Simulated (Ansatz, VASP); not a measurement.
**Ga12Ge13O44 (amorphous 32Ga2O3-68GeO2 (mol %)) in two plane-wave programs**

Wanted: the spread between two codes on one cell, functional and k mesh. The structure shown is the start of the Ansatz relaxation below; VASP solves that cell, so the two are compared at the walk's first step.

Main program and level: Ansatz 0.2.0; plane waves, with VASP 6.6.1 beside it; single point at PBE.

### Step 1. Starting point

The cell holds 69 atoms: 12 Ga, 13 Ge and 44 O. Its edges and angles: a = 9.971 Å, b = 9.971 Å, c = 9.971 Å, α = 90.0°, β = 90.0°, γ = 90.0°. As first built, before any earlier steps moved the atoms (in the runner's words): 69 atoms (12 Fe, 13 Ge, 44 O) placed at random at 3.95 g/cm^3, melted at 5000 K for 10 ps at fixed volume with the Morse and Coulomb pair potential with partial charges (Pedone, Malavasi, Menziani, Cormack and Segre, J. Phys. Chem. B 110, 11780 (2006)). Quenched from 5000 K to 300 K at 20 K/ps and fixed volume, held 5 ps, then minimised at fixed cell. Then Fe was replaced by Ga and the cell scaled by 1.006 (the potential has no terms for the new elements, so the cell is a start for a DFT relaxation).

### Step 2. Ansatz: relaxation, PBE

Ansatz runs on its PAW soft_1 files.

The two programs are compared at the cell with which this relaxation starts, whose forces are those of its first step.

The input, input.yaml:

```yaml
crystal:
  lattice:
    - [9.97147, 0.0, 0.0]
    - [0.0, 9.97147, 0.0]
    - [0.0, 0.0, 9.97147]
  atoms:
    - { symbol: Ga, position: [0.89911, 0.06658, 0.26282] }
    - { symbol: Ga, position: [0.22486, 0.91248, 0.82548] }
    - { symbol: Ga, position: [0.04077, 0.8832, 0.55722] }
    - { symbol: Ga, position: [0.32612, 0.67021, 0.04947] }
    - { symbol: Ga, position: [0.02847, 0.30299, 0.451] }
    - { symbol: Ga, position: [0.14805, 0.30218, 0.83957] }
    - { symbol: Ga, position: [0.26247, 0.57128, 0.72586] }
    - { symbol: Ga, position: [0.35876, 0.04874, 0.03595] }
    - { symbol: Ga, position: [0.03427, 0.11972, 0.98866] }
    - { symbol: Ga, position: [0.17383, 0.27556, 0.20818] }
    - { symbol: Ga, position: [0.67394, 0.11286, 0.98195] }
    - { symbol: Ga, position: [0.11573, 0.87947, 0.22651] }
    - { symbol: Ge, position: [0.57632, 0.63308, 0.32947] }
    - { symbol: Ge, position: [0.56364, 0.97526, 0.28647] }
    - { symbol: Ge, position: [0.97552, 0.56038, 0.68176] }
    - { symbol: Ge, position: [0.86373, 0.12983, 0.69688] }
    - { symbol: Ge, position: [0.56321, 0.81956, 0.89644] }
    - { symbol: Ge, position: [0.30998, 0.07957, 0.5113] }
    - { symbol: Ge, position: [0.78392, 0.38257, 0.19138] }
    - { symbol: Ge, position: [0.45465, 0.28776, 0.7436] }
    - { symbol: Ge, position: [0.89345, 0.84823, 0.97484] }
    - { symbol: Ge, position: [0.01373, 0.54038, 0.99788] }
    - { symbol: Ge, position: [0.63444, 0.5738, 0.66493] }
    - { symbol: Ge, position: [0.24962, 0.5822, 0.37622] }
    - { symbol: Ge, position: [0.47043, 0.33512, 0.06167] }
    - { symbol: O, position: [0.01336, 0.95999, 0.38675] }
    - { symbol: O, position: [0.26428, 0.88608, 0.09371] }
    - { symbol: O, position: [0.22557, 0.11333, 0.90326] }
    - { symbol: O, position: [0.9215, 0.68359, 0.93736] }
    - { symbol: O, position: [0.10854, 0.32508, 0.0269] }
    - { symbol: O, position: [0.04797, 0.7102, 0.64218] }
    - { symbol: O, position: [0.63885, 0.31023, 0.11136] }
    - { symbol: O, position: [0.55515, 0.42419, 0.70772] }
    - { symbol: O, position: [0.60095, 0.61144, 0.5009] }
    - { symbol: O, position: [0.58759, 0.80429, 0.30323] }
    - { symbol: O, position: [0.29553, 0.57883, 0.54383] }
    - { symbol: O, position: [0.19139, 0.18684, 0.4386] }
    - { symbol: O, position: [0.89402, 0.21032, 0.54988] }
    - { symbol: O, position: [0.0428, 0.44379, 0.57604] }
    - { symbol: O, position: [0.41984, 0.01706, 0.38603] }
    - { symbol: O, position: [0.16903, 0.4349, 0.3207] }
    - { symbol: O, position: [0.0659, 0.50014, 0.82731] }
    - { symbol: O, position: [0.88143, 0.45776, 0.07148] }
    - { symbol: O, position: [0.03415, 0.93217, 0.91048] }
    - { symbol: O, position: [0.90425, 0.96656, 0.66326] }
    - { symbol: O, position: [0.53827, 0.02967, 0.11709] }
    - { symbol: O, position: [0.14308, 0.61547, 0.08047] }
    - { symbol: O, position: [0.50599, 0.73358, 0.03142] }
    - { symbol: O, position: [0.10018, 0.0959, 0.17205] }
    - { symbol: O, position: [0.71482, 0.05253, 0.31277] }
    - { symbol: O, position: [0.35518, 0.2354, 0.14523] }
    - { symbol: O, position: [0.85187, 0.11947, 0.05688] }
    - { symbol: O, position: [0.40745, 0.1726, 0.62447] }
    - { symbol: O, position: [0.99026, 0.20005, 0.80283] }
    - { symbol: O, position: [0.80601, 0.55298, 0.6823] }
    - { symbol: O, position: [0.21785, 0.96714, 0.6178] }
    - { symbol: O, position: [0.90831, 0.2905, 0.28116] }
    - { symbol: O, position: [0.5831, 0.70434, 0.76817] }
    - { symbol: O, position: [0.72422, 0.89085, 0.93714] }
    - { symbol: O, position: [0.17506, 0.73559, 0.3456] }
    - { symbol: O, position: [0.29942, 0.37618, 0.76067] }
    - { symbol: O, position: [0.44083, 0.94243, 0.87183] }
    - { symbol: O, position: [0.69224, 0.51414, 0.26782] }
    - { symbol: O, position: [0.72256, 0.14724, 0.79512] }
    - { symbol: O, position: [0.93292, 0.87275, 0.14234] }
    - { symbol: O, position: [0.3939, 0.47833, 0.01686] }
    - { symbol: O, position: [0.27264, 0.71901, 0.84251] }
    - { symbol: O, position: [0.48508, 0.23825, 0.91194] }
    - { symbol: O, position: [0.4076, 0.58926, 0.29142] }
kpoints:
  mp_grid: { grid: [1, 1, 1] }
hamiltonian:
  xc: pbe
  pseudopotentials: { kind: paw, azcp: { folder: soft_1 } }
scf:
  occupations: { method: fixed }
output:
  forces: true
relax:
  f_tol: 0.05
  max_steps: 150
  cell: {}
```

Started as:

```bash
$ ansatz run input.yaml --threads 4 --pin off --max-ram 8192MiB --backend cpu --events-out ev --progress --plain --runs-dir out
```

Numbers of over 12 decimals in the logs are rounded to 6 here.

The log of the run:

```text
Engine: ansatz 0.2.0, aarch64-unknown-linux-gnu
Pseudopotentials: kind: paw
Pseudopotential: Ga, paw, valence charge 13, recommended cutoff 420 eV (normal), soft_1/Ga.paw.azcp
Pseudopotential: Ge, paw, valence charge 14, recommended cutoff 420 eV (normal), soft_1/Ge.paw.azcp
Pseudopotential: O, paw, valence charge 6, recommended cutoff 420 eV (normal), soft_1/O.paw.azcp
Functional definition: PBE
  parameter kappa = 0.804
  parameter beta = 0.066725
  exchange = pbe_x(kappa = kappa, mu = beta*pi^2/3)
  correlation = pbe_c(beta = beta)
Crystal: 69 atoms, lattice volume = 991.465 Å³
Basis set: ecut = 420 eV, 19381 PW (Γ), exchange–correlation on 144×144×144 points (8 copies of the dense FFT grid, shifted against one another)
Bands: 370, of which v1, the nominal top of the filled ones, is band 301 counted from 1 (300 counted from 0)
Symmetry: 1 space group operations
Space group: P1 (ITA 1), of the structure as read, at distance tolerance 1.0e-4 Å
k-points: 1
Non-local potential: Ga, projectors of the file, l = 0: 2, l = 1: 2, l = 2: 3, l = 3: 1
Non-local potential: Ge, projectors of the file, l = 0: 2, l = 1: 2, l = 2: 3, l = 3: 1
Non-local potential: O, projectors of the file, l = 0: 2, l = 1: 2, l = 2: 1
PAW form: soft (Blöchl's): semilocal exchange-correlation on the pseudo side does not see the compensation charge
PAW one-centre angular grid: Ga, 590 points (default); XC on 64 Gauss nodes
PAW one-centre angular grid: Ge, 590 points (default); XC on 64 Gauss nodes
PAW one-centre angular grid: O, 110 points (default); XC on 64 Gauss nodes
Initial density: superposition of atomic densities (chi_scale 0.1, normalization cell, long waves kept (reshape's long-wave potential 0.67 eV rms))
Initial wavefunctions: pseudopotential atomic-orbital guess
Functional: x = pbe(κ = 0.804, μ = 0.219515), c = pbe(β = 0.066725)
SCF iter   1: F=—  HF=-126210.390258 eV  |F-HF|=—  |Δ(HF+E_count)|=         —  Δρ=1.03e-1  dr2=6.89e1  ethr=3.10e-3  ⟨swp⟩=5.0  Hψ=1235  notcnv=0  defer=66
preconditioner: auto → Resta (q_TF=auto, 2.511 Å⁻¹)  ε∞=3.1  [insulator: Δε(μ)=1.262 eV  Ē_g=19.960 eV  n_scr=250 (ndim 8)  ℏωp=28.9 eV  f_vac=0.153  ε∞_Penn≈3.1]
SCF iter   2: F=—  HF=-126192.531917 eV  |F-HF|=—  |Δ(HF+E_count)|=    1.79e1  Δρ=4.51e-2  dr2=1.10e1  ethr=3.10e-3  ⟨swp⟩=3.0  Hψ=634  notcnv=0  defer=67
SCF iter   3: F=—  HF=-126189.394446 eV  |F-HF|=—  |Δ(HF+E_count)|=    3.14e0  Δρ=1.57e-2  dr2=2.29e0  ethr=1.83e-3  ⟨swp⟩=3.0  Hψ=427  notcnv=0  defer=67
SCF iter   4: F=—  HF=-126188.977711 eV  |F-HF|=—  |Δ(HF+E_count)|=   4.17e-1  Δρ=4.90e-3  dr2=2.21e-1  ethr=3.80e-4  ⟨swp⟩=2.0  Hψ=604  notcnv=0  defer=67
SCF iter   5: F=—  HF=-126189.025128 eV  |F-HF|=—  |Δ(HF+E_count)|=   4.74e-2  Δρ=2.94e-3  dr2=7.77e-2  ethr=3.67e-5  ⟨swp⟩=3.0  Hψ=545  notcnv=0  defer=67
SCF iter   6: F=—  HF=-126189.047558 eV  |F-HF|=—  |Δ(HF+E_count)|=   2.24e-2  Δρ=1.29e-3  dr2=1.84e-2  ethr=1.29e-5  ⟨swp⟩=2.0  Hψ=579  notcnv=0  defer=67
SCF iter   7: F=—  HF=-126189.047419 eV  |F-HF|=—  |Δ(HF+E_count)|=   1.40e-4  Δρ=3.44e-4  dr2=2.41e-3  ethr=3.05e-6  ⟨swp⟩=2.0  Hψ=609  notcnv=0  defer=67
SCF iter   8: F=—  HF=-126189.048663 eV  |F-HF|=—  |Δ(HF+E_count)|=   1.24e-3  Δρ=2.96e-4  dr2=9.45e-4  ethr=4.00e-7  ⟨swp⟩=2.0  Hψ=609  notcnv=0  defer=67
SCF iter   9: F=—  HF=-126189.048676 eV  |F-HF|=—  |Δ(HF+E_count)|=   1.32e-5  Δρ=9.02e-5  dr2=1.05e-4  ethr=1.57e-7  ⟨swp⟩=2.0  Hψ=540  notcnv=0  defer=64
SCF iter  10: F=—  HF=-126189.048701 eV  |F-HF|=—  |Δ(HF+E_count)|=   2.52e-5  Δρ=5.76e-5  dr2=3.17e-5  ethr=1.74e-8  ⟨swp⟩=2.0  Hψ=541  notcnv=0  defer=64
SCF iter  11: F=—  HF=-126189.049561 eV  |F-HF|=—  |Δ(HF+E_count)|=   8.60e-4  Δρ=2.13e-5  dr2=4.43e-6  ethr=5.27e-9  ⟨swp⟩=2.0  Hψ=657  notcnv=0  defer=64
SCF iter  12: F=—  HF=-126189.049563 eV  |F-HF|=—  |Δ(HF+E_count)|=   1.35e-6  Δρ=1.03e-5  dr2=1.04e-6  ethr=7.35e-10  ⟨swp⟩=2.0  Hψ=522  notcnv=0  defer=64
SCF iter  13: F=—  HF=-126189.049563 eV  |F-HF|=—  |Δ(HF+E_count)|=   2.70e-7  Δρ=5.28e-6  dr2=2.67e-7  ethr=1.72e-10  ⟨swp⟩=2.0  Hψ=533  notcnv=0  defer=64
SCF iter  14: F=-126189.049563 eV  HF=-126189.049563 eV  |F-HF|=1.86e-8  |Δ(HF+E_count)|=   2.41e-8  Δρ=2.24e-6  dr2=4.72e-8  ethr=1.66e-11  ⟨swp⟩=4.0  Hψ=1107  notcnv=0
SCF 1 converged in 14 iterations: F = -126189.049563 eV  dr2 = 4.72e-8
  greatest PAW one-centre occupation: 0.999 electrons in one spin orbital (limit 2), on the Ge atom at site 21 (counted from 0), in its partial waves of l = 2
relax step   1: F+E_penalty+E_count = -126189.04956306 eV  Δ(F+E_penalty+E_count) = +0.000e0 eV  max|allowed force component| = 2.541e0 eV/Å  Δτ_max = 0.0000 Å  P = -2.795 GPa  Ω = 991.465 Å³  (14 SCF iters, dr2 threshold 1.00e-7 eV, accepted)
Crystal: 69 atoms, lattice volume = 952.886 Å³
Basis set: ecut = 420 eV, 18645 PW (Γ), exchange–correlation on 144×144×144 points (8 copies of the dense FFT grid, shifted against one another)
[...]
atom  24  Ge    -0.00582516    -0.00281509     0.01253816
  atom  25  Ge     0.00904022    -0.00092049     0.00605203
  atom  26  O     -0.00212049     0.00061659    -0.00077142
  atom  27  O      0.00549631     0.00311449    -0.00623128
  atom  28  O      0.00835633    -0.01088044    -0.00404392
  atom  29  O      0.00581672    -0.01286461    -0.00629443
  atom  30  O      0.00075986    -0.00341126    -0.00233640
  atom  31  O      0.01124085    -0.00098088    -0.00749683
  atom  32  O     -0.00536716     0.00069419    -0.00108258
  atom  33  O     -0.00339791    -0.00413913     0.00323434
  atom  34  O     -0.00657473    -0.00194468    -0.00991219
  atom  35  O     -0.00014838     0.00235811     0.00215678
  atom  36  O      0.00062918    -0.00113706     0.00118466
  atom  37  O     -0.00573754     0.00626841    -0.00169556
  atom  38  O      0.00132013    -0.00013299     0.00158379
  atom  39  O      0.00821848    -0.00406638    -0.00892062
  atom  40  O      0.00283824     0.00034491    -0.00169466
  atom  41  O     -0.00239491    -0.00279336    -0.00645664
  atom  42  O      0.00128741    -0.00496939     0.00397329
  atom  43  O      0.00560972     0.00030173     0.00253015
  atom  44  O     -0.00031607     0.01022291     0.00106774
  atom  45  O     -0.00340753     0.00195070     0.00066969
  atom  46  O     -0.00626778     0.00537022     0.00278382
  atom  47  O     -0.00022542    -0.00330218     0.00075657
[...]
atom  62  O      0.00293425     0.00596240    -0.00352499
  atom  63  O      0.00362906     0.00003258    -0.00410500
  atom  64  O      0.00300598     0.00184581     0.00672267
  atom  65  O     -0.00149616     0.00078363    -0.00058610
  atom  66  O     -0.00151621    -0.00401945    -0.00512347
  atom  67  O      0.00272173    -0.01003399     0.00182643
  atom  68  O     -0.00486506     0.00601655    -0.00263551
  atom  69  O     -0.00140083    -0.00211391     0.00103297
  max |Σ_I F_I| component: 3.10e-6 eV/Å
--- Stress (GPa, compression-positive) ---
       -0.032169      -0.005121      -0.017568
       -0.005121      -0.005024      -0.005830
       -0.017568      -0.005829      -0.017326
  P = ⅓ Tr σ = -0.0182 GPa (-0.182 kbar)
--- Relaxed structure (33 steps of the walk, 29 accepted, 2 SCFs on fresh bases) ---
  F+E_penalty+E_count = -126197.61847381 eV   max|allowed force component| = 2.138e-2 eV/Å   (the final SCF, on the basis selected at the relaxed cell)
  cell:  # Å, volume = 910.7391 Å³
    - [9.014428, 0.040561, -0.041083]
    - [0.040561, 10.210893, -0.00162861]
    - [-0.041083, -0.00162861, 9.894824]
  atoms:
    - { symbol: Ga, position: [0.899753, 0.018994, 0.227171] }
    - { symbol: Ga, position: [0.237549, 0.912975, 0.803683] }
    - { symbol: Ga, position: [0.023916, 0.901839, 0.536328] }
    - { symbol: Ga, position: [0.360412, 0.622033, 0.117350] }
    - { symbol: Ga, position: [0.032044, 0.333595, 0.459441] }
    - { symbol: Ga, position: [0.175656, 0.296492, 0.854133] }
    - { symbol: Ga, position: [0.320784, 0.561651, 0.752218] }
    - { symbol: Ga, position: [0.300918, 0.052474, 0.095500] }
    - { symbol: Ga, position: [0.00659618, 0.099765, 0.952012] }
    - { symbol: Ga, position: [0.130782, 0.304789, 0.189426] }
    - { symbol: Ga, position: [0.620468, 0.043718, 0.923537] }
    - { symbol: Ga, position: [0.106245, 0.804604, 0.226818] }
    - { symbol: Ge, position: [0.592138, 0.664184, 0.360896] }
    - { symbol: Ge, position: [0.568224, 0.989013, 0.282487] }
    - { symbol: Ge, position: [0.987731, 0.594480, 0.677751] }
    - { symbol: Ge, position: [0.858502, 0.163930, 0.664904] }
    - { symbol: Ge, position: [0.507364, 0.770088, 0.888680] }
    - { symbol: Ge, position: [0.304455, 0.086741, 0.519063] }
    - { symbol: Ge, position: [0.787058, 0.429729, 0.204420] }
    - { symbol: Ge, position: [0.512163, 0.265735, 0.737010] }
    - { symbol: Ge, position: [0.882350, 0.842157, 0.956422] }
    - { symbol: Ge, position: [0.026621, 0.549509, 0.991930] }
    - { symbol: Ge, position: [0.641425, 0.547072, 0.655638] }
    - { symbol: Ge, position: [0.231361, 0.563342, 0.427072] }
    - { symbol: Ge, position: [0.475505, 0.319078, 0.078740] }
    - { symbol: O, position: [0.027817, 0.937348, 0.354663] }
    - { symbol: O, position: [0.249898, 0.885943, 0.129281] }
    - { symbol: O, position: [0.225201, 0.117615, 0.918694] }
    - { symbol: O, position: [0.938618, 0.683548, 0.902505] }
    - { symbol: O, position: [0.106028, 0.377699, 0.015051] }
    - { symbol: O, position: [0.011499, 0.756983, 0.645527] }
    - { symbol: O, position: [0.635755, 0.321522, 0.181278] }
    - { symbol: O, position: [0.579819, 0.386815, 0.624067] }
    - { symbol: O, position: [0.635144, 0.673912, 0.536013] }
    - { symbol: O, position: [0.624315, 0.824425, 0.308804] }
    - { symbol: O, position: [0.347145, 0.581308, 0.569566] }
    - { symbol: O, position: [0.149257, 0.180666, 0.477615] }
    - { symbol: O, position: [0.860607, 0.285370, 0.544473] }
    - { symbol: O, position: [0.062971, 0.501812, 0.537113] }
    - { symbol: O, position: [0.403509, 0.028265, 0.375222] }
    - { symbol: O, position: [0.205160, 0.407357, 0.342028] }
    - { symbol: O, position: [0.111334, 0.519117, 0.808641] }
    - { symbol: O, position: [0.846986, 0.497583, 0.052113] }
    - { symbol: O, position: [0.040155, 0.929444, 0.880009] }
    - { symbol: O, position: [0.883298, 1.001484, 0.623403] }
    - { symbol: O, position: [0.515589, 0.027097, 0.109380] }
    - { symbol: O, position: [0.150428, 0.630755, 0.110378] }
    - { symbol: O, position: [0.510902, 0.723632, 0.058312] }
    - { symbol: O, position: [0.051174, 0.127889, 0.142657] }
[...]
- { symbol: O, position: [0.446277, 0.941312, 0.852953] }
    - { symbol: O, position: [0.739124, 0.556901, 0.316088] }
    - { symbol: O, position: [0.686157, 0.158034, 0.757184] }
    - { symbol: O, position: [0.915839, 0.843279, 0.137608] }
    - { symbol: O, position: [0.401844, 0.467312, 0.026517] }
    - { symbol: O, position: [0.304640, 0.734503, 0.834926] }
    - { symbol: O, position: [0.520253, 0.226481, 0.927133] }
    - { symbol: O, position: [0.414321, 0.602662, 0.305333] }
```

(Part 1 of 2 ends here.)

[Lines on the potential files, build, host, timing and source positions are cut from VASP's logs without a mark.]

[Logs are printed without paths, hosts, clocks, repeated set-up lines and the standing remarks that a program may print on its own settings, such as how far it seeks lower states.]

[Hosts, paths, dates, database ids (printed as entryN), source tags and the programs' standing remarks are cut or masked in the printed files.]
